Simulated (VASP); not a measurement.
Runs of VASP 6.6.1 on SrGaI3. Symmetry: Pm-3m, No. 221, cubic system. Conventional cell: a = 5.898 Å, b = 5.898 Å, c = 5.898 Å, α = 90.00°, β = 90.00°, γ = 90.00°. Around Sr (site symmetry m-3m) lie 12 I at 4.17 Å. Around Ga (site symmetry m-3m) lie 6 I at 2.95 Å. Around I (site symmetry 4/mmm) lie 2 Ga at 2.95 Å. The cell was built by a generator and needn't be a form met in nature.

| task | cell | k mesh | cutoff (eV) | gap on the mesh (eV) | pressure (GPa) | relaxed volume (Å³/atom) |
| --- | --- | --- | --- | --- | --- | --- |
| single point | Pm-3m, 41.04 Å³/atom | 4 × 4 × 4 | 520 | none | 0.1 | - |
| single point | Pm-3m, 40.96 Å³/atom | 6 × 6 × 6 | 520 | none | 0.0 | - |
| relaxation of cell and atoms | relaxed | 4 × 4 × 4 | 600 | none | 0.0 | 41.36 |
| relaxation of cell and atoms | relaxed | 6 × 6 × 6 | 600 | none | 0.0 | (a) |

Alike in all rows: level PBE; potentials or basis VASP PAW PBE potentials, release 64 (Sr_sv, Ga_d, I); no spin polarisation; smearing gaussian 0.1 eV.

Fill in the values left out.

(a) 40.94.

Caveats: the volume moved by over 15 % at a fixed basis, so the end points are rough (some runs).

A k mesh can miss the band edges, and the runs leave out spin-orbit coupling on Ga, I, Sr.

A gap of «none» marks a metal or a gap under the smearing width.
